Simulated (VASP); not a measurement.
Method: revTPSS meta-GGA, VASP's PBE PAW potentials (set 64) (plane waves; VASP 6.6.1).

VASP ran on this input.

**KPOINTS**
```
kpoints
0
gamma
13 13 9
```

### INCAR
```
NSW = 30
SYSTEM = TiAl
EDIFFG = -0.01   ! ionic stop
LMAXMIX = 4
SIGMA = 0.1
NELM = 100
EDIFF = 1E-7   ! SCF stop (eV)
LREAL = .False.
LCHARG = .False.
ISIF = 4   ! ions and shape, fixed volume
ISMEAR = 1   ! Methfessel-Paxton
IBRION = 2
PREC = Accurate
METAGGA = RTPSS
ALGO = Normal   ! blocked Davidson
LWAVE = .False.
LMIXTAU = .True.
ENCUT = 520
LASPH = .True.
```

### POSCAR
```
TiAl
1
    2.8631986649     0.0000000000     0.0000000000
    0.0000000000     2.8631986649     0.0000000000
    0.0000000000     0.0000000000     4.1072278525
Ti Al
1 1
Direct
  0.0000000000   0.0000000000   0.0000000000
  0.5000000000   0.5000000000   0.5000000000
```

POTCAR, in this order: Ti_sv Al (PBE.64 set). Program: vasp_std.

The run wrote:

File OUTCAR:
```
 ion  position               nearest neighbor table
   1  0.000  0.000  0.000-   2 2.88   2 2.88   2 2.88   2 2.88   2 2.88   2 2.88   2 2.88   2 2.88
  LATTYP: Found a simple tetragonal cell.
 ALAT       =     2.8631986649
 C/A-ratio  =     1.4344893014
 Subroutine PRICEL returns:
 Original cell was already a primitive cell.
 Subroutine GETGRP returns: Found 16 space group operations
The static configuration has the point symmetry D_4h.
The dynamic configuration has the point symmetry D_4h.
 Subroutine INISYM returns: Found 16 space group operations
 Subroutine IBZKPT returns following result:
 Found    140 irreducible k-points:

 Following reciprocal coordinates:
            Coordinates               Weight
  0.000000  0.000000  0.000000      1.000000
  0.076923  0.000000  0.000000      4.000000
  0.153846  0.000000  0.000000      4.000000
  0.230769  0.000000  0.000000      4.000000
  0.307692  0.000000  0.000000      4.000000
  0.384615  0.000000  0.000000      4.000000
  0.461538  0.000000  0.000000      4.000000
  0.076923  0.076923  0.000000      4.000000
  0.153846  0.076923  0.000000      8.000000
...
```

File OSZICAR:
```
       N       E                     dE             d eps       ncg     rms          rms(c)
DAV:   1     0.142077960621E+03    0.14208E+03   -0.11665E+04  3781   0.261E+03
DAV:   2    -0.425514409545E+00   -0.14250E+03   -0.13758E+03  3625   0.576E+02
DAV:   3    -0.221331773342E+02   -0.21708E+02   -0.20648E+02  6093   0.225E+02
DAV:   4    -0.251945770699E+02   -0.30614E+01   -0.29411E+01  5417   0.811E+01
DAV:   5    -0.259847713437E+02   -0.79019E+00   -0.77949E+00  6084   0.263E+01    0.186E+01
DAV:   6    -0.151760710246E+02    0.10809E+02   -0.12752E+02  3423   0.111E+02    0.140E+01
DAV:   7    -0.131653525334E+02    0.20107E+01   -0.16943E+01  3470   0.644E+01    0.815E+00
DAV:   8    -0.130390754668E+02    0.12628E+00   -0.73201E+00  3851   0.234E+01    0.310E+00
DAV:   9    -0.124089558659E+02    0.63012E+00   -0.36452E+00  3350   0.278E+01    0.217E+00
DAV:  10    -0.135403165658E+02   -0.11314E+01   -0.13030E+00  3104   0.151E+01    0.298E+00
DAV:  11    -0.134057318672E+02    0.13458E+00   -0.77157E-01  4497   0.107E+01    0.261E+00
DAV:  12    -0.135617914633E+02   -0.15606E+00   -0.13472E+00  4489   0.145E+01    0.652E-01
DAV:  13    -0.135578157682E+02    0.39757E-02   -0.30569E-02  4025   0.180E+00    0.338E-01
DAV:  14    -0.135632632119E+02   -0.54474E-02   -0.18482E-02  4080   0.145E+00    0.260E-01
DAV:  15    -0.135634863416E+02   -0.22313E-03   -0.15813E-03  3760   0.368E-01    0.203E-01
DAV:  16    -0.135639291055E+02   -0.44276E-03   -0.71524E-04  4062   0.331E-01    0.141E-01
DAV:  17    -0.135647179270E+02   -0.78882E-03   -0.29300E-03  3442   0.669E-01    0.629E-02
DAV:  18    -0.135648884216E+02   -0.17049E-03   -0.55544E-04  3979   0.225E-01    0.310E-02
DAV:  19    -0.135649473410E+02   -0.58919E-04   -0.12921E-04  3685   0.110E-01    0.283E-02
DAV:  20    -0.135649748414E+02   -0.27500E-04   -0.65041E-05  4635   0.101E-01    0.109E-02
DAV:  21    -0.135649811574E+02   -0.63160E-05   -0.16372E-05  4761   0.431E-02    0.969E-03
DAV:  22    -0.135649825630E+02   -0.14056E-05   -0.85878E-07  3504   0.153E-02    0.374E-03
DAV:  23    -0.135649830299E+02   -0.46694E-06   -0.20424E-07  3207   0.731E-03    0.174E-03
DAV:  24    -0.135649831980E+02   -0.16815E-06   -0.76333E-08  1758   0.322E-03    0.555E-04
DAV:  25    -0.135649832469E+02   -0.48851E-07   -0.19799E-08  1606   0.210E-03
   1 F= -.13564983E+02 E0= -.13564970E+02  d E =-.135650E+02
```

**OUTCAR**
```
------------------------ aborting loop because EDIFF is reached ----------------------------------------
  FORCE on cell =-STRESS in cart. coord.  units (eV):
  Direction    XX          YY          ZZ          XY          YZ          ZX
  --------------------------------------------------------------------------------------
  Total       -1.3635765     -1.3635765     -1.3373952      0.0000000      0.0000000      0.0000000
  in kB      -64.8841074    -64.8841074    -63.6383032      0.0000000      0.0000000      0.0000000
  external PRESSURE =     -64.4688393 kB  Pullay stress =       0.0000000 kB
  volume of cell :       33.67
      direct lattice vectors                 reciprocal lattice vectors
     2.863198665  0.000000000  0.000000000     0.349259733  0.000000000  0.000000000
     0.000000000  2.863198665  0.000000000     0.000000000  0.349259733  0.000000000
     0.000000000  0.000000000  4.107227853     0.000000000  0.000000000  0.243473222
 POSITION                                       TOTAL-FORCE (eV/Angst)
 -----------------------------------------------------------------------------------
      0.00000      0.00000      0.00000         0.000000      0.000000      0.000000
      1.43160      1.43160      2.05361         0.000000      0.000000      0.000000
 -----------------------------------------------------------------------------------
    total drift:                               -0.000000      0.000000      0.000000
  FREE ENERGIE OF THE ION-ELECTRON SYSTEM (eV)
  ---------------------------------------------------
  free  energy   TOTEN  =       -13.5649832469 eV

  energy  without entropy=      -13.5649425655  energy(sigma->0) =      -13.56496969

 reached required accuracy - stopping structural energy minimisation
```
(Selected blocks of OUTCAR.)

OUTCAR:
```
 val. band max:        7.9548308422   @ k =   0.2308   0.0769   0.3333

 cond. band min:       7.9571994031   @ k =   0.2308   0.0000   0.4444


 Fermi energy:         7.9553484593

 k-point     1 :       0.0000    0.0000    0.0000
  band No.  band energies     occupation
      1     -49.8127      2.00000
      2     -25.6438      2.00000
      3     -25.2194      2.00000
      4     -25.2194      2.00000
      5      -0.9283      2.00000
      6       6.1556      2.00000
      7       7.1223      2.00000
      8       7.5726      2.00000
      9      10.0781      0.00000
     10      10.0781      0.00000
     11      11.2810      0.00000

 k-point     2 :       0.0769    0.0000    0.0000
  band No.  band energies     occupation
      1     -49.8099      2.00000
      2     -25.6409      2.00000
      3     -25.2433      2.00000
      4     -25.2174      2.00000
      5      -0.8151      2.00000
      6       6.2463      2.00000
      7       7.1622      2.00000
      8       7.4806      2.00000
      9      10.0969      0.00000
     10      10.1980      0.00000
     11      11.1675      0.00000

 k-point     3 :       0.1538    0.0000    0.0000
  band No.  band energies     occupation
      1     -49.8024      2.00000
      2     -25.6333      2.00000
      3     -25.3101      2.00000
      4     -25.2117      2.00000
      5      -0.4792      2.00000
      6       6.4904      2.00000
      7       7.2354      2.00000
      8       7.2484      2.00000
      9      10.1496      0.00000
     10      10.5262      0.00000
     11      10.8776      0.00000

 k-point     4 :       0.2308    0.0000    0.0000
  band No.  band energies     occupation
      1     -49.7916      2.00000
      2     -25.6224      2.00000
      3     -25.4027      2.00000
      4     -25.2035      2.00000
      5       0.0707      2.00000
      6       6.7853      2.00000
      7       6.9591      2.00000
      8       7.1712      2.00000
      9      10.2252      0.00000
...
```

The compound is TiAl in the L1_0 structure. This cell is one point of a volume scan, at 1.06 of the reference volume. The electron count is odd and the run is not spin-polarised, which forces a metal.
